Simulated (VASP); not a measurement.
Data:

```yaml
crystal:
  lattice:
    - [1.58174, -2.73965, 0.00000]
    - [1.58174, 2.73965, 0.00000]
    - [0.00000, 0.00000, 10.28358]
  atoms:
    - { symbol: Ga, position: [0.66667, 0.33333, 0.25402] }
    - { symbol: Ga, position: [0.33333, 0.66667, 0.00115] }
    - { symbol: Ga, position: [0.66667, 0.33333, 0.74875] }
    - { symbol: N, position: [0.66667, 0.33333, 0.44457] }
    - { symbol: N, position: [0.33333, 0.66667, 0.19112] }
    - { symbol: N, position: [0.66667, 0.33333, 0.93871] }
    - { symbol: N, position: [0.33333, 0.66667, 0.68511] }
    - { symbol: Al, position: [0.33333, 0.66667, 0.50057] }
```

Level of theory: PBEsol GGA, VASP's PBE PAW potentials (set 64) (plane waves; VASP). Run with 520 eV cut-off, 9×9×3 Γ-centred mesh, tetrahedra with Blöchl corrections, potentials Ga_d N Al.

Question: Estimate the energy per atom (σ→0), band gap (on the k-mesh) with the smallest direct gap where there is one.

Answer: 
```json
{
  "band gap (on the k-mesh)": "2.31 eV",
  "smallest direct gap (on the k-mesh)": "2.31 eV",
  "energy per atom (σ→0)": "-6877 meV/atom"
}
```

Only differences to runs with the same potentials and settings are physical.

The structure was generated: AlGa3N4 was put into an ordered model structure (P3m1), which need not be its known phase. It was relaxed first.
